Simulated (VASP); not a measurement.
Wanted: the native input for a VASP 6.6.1 run.

| Quantity | Value |
| --- | --- |
| Task | single point |
| Functional | PBE |
| Potentials or basis | VASP PAW PBE potentials, release 64 (Zn, F, Cs_sv, Na_pv) |
| Cutoff | 520 eV |
| k mesh | 7 × 7 × 7 |
| Occupations | fermi-dirac, width 0.1 eV |
| Spin | no spin polarisation |
| Dipole correction | no |
| Further INCAR settings | ALGO = Fast; EDIFF = 1e-07; NBANDS = 50 |

The structure of Cs2NaZnF6 lies in POSCAR:

```
Cs2NaZnF6
1.0
    0.0000000000      4.2586920000      4.2586920000
    4.2586920000      0.0000000000      4.2586920000
    4.2586920000      4.2586920000      0.0000000000
Zn F Cs Na
1 6 2 1
Direct
    0.0000000000      0.0000000000      0.0000000000
    0.7716000000      0.2284000000      0.2284000000
    0.2284000000      0.7716000000      0.2284000000
    0.2284000000      0.7716000000      0.7716000000
    0.7716000000      0.2284000000      0.7716000000
    0.2284000000      0.2284000000      0.7716000000
    0.7716000000      0.7716000000      0.2284000000
    0.2500000000      0.2500000000      0.2500000000
    0.7500000000      0.7500000000      0.7500000000
    0.5000000000      0.5000000000      0.5000000000
```

The cell was built by a generator and needn't be a form met in nature.

These files were run (other wordings do the same):

INCAR

```
ALGO = Fast
EDIFF = 1E-7
ENCUT = 520
GGA = PE
ISIF = 2
ISMEAR = -1
LASPH = True
LCHARG = True
LELF = True
LREAL = False
LVHAR = True
LWAVE = False
NBANDS = 50
NELM = 100
PREC = Accurate
SIGMA = 0.1
```

KPOINTS

```
k-points
0
Gamma
  7 7 7
```

Potentials or basis: VASP PAW PBE potentials, release 64 (Zn, F, Cs_sv, Na_pv).

Launch:

```bash
$ cat potpaw_PBE.64/Zn/POTCAR potpaw_PBE.64/F/POTCAR potpaw_PBE.64/Cs_sv/POTCAR potpaw_PBE.64/Na_pv/POTCAR > POTCAR
$ mpirun -np 1 vasp_std > vasp.out
```

It gave:

The pressure is 7.2 GPa, the largest force is 0.491 eV/Å and the band gap on the k mesh is none (metal or under the smearing width).

Caveat: an odd number of electrons without spin polarisation forces a metal; a magnetic or distorted state may lie lower.

Run time: 2.3 min on 1 thread of Intel(R) Xeon(R) 6975P-C (Granite Rapids), on a shared host, peak memory 0.4 GiB.
